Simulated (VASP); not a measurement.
```
CELL_PARAMETERS angstrom
     -1.48633     1.48633     1.48633
      1.48633    -1.48633     1.48633
      1.48633     1.48633    -1.48633
ATOMIC_POSITIONS crystal
  V  0.00000 0.00000 0.00000
```

Calculation: rev-vdW-DF2, VASP's PBE PAW potentials (set 64) (plane waves; VASP 6.6.1). Run with 520 eV cut-off, 19×19×19 Γ-centred mesh, tetrahedra with Blöchl corrections, potentials V_sv.

Task: Estimate the energy per atom (σ→0), band gap (on the k-mesh) with the smallest direct gap where there is one.

Result: 
```yaml
band gap (on the k-mesh): none (metal, semimetal or under 0.01 eV)
energy per atom (σ→0): -6.309 eV/atom
```

The absolute energy has meaning only against runs of the same code, potentials and settings.

The compound is V in the bcc structure. It was relaxed first, which changed the volume by -6 %. The run is not spin-polarised, so no magnetic state was tried.
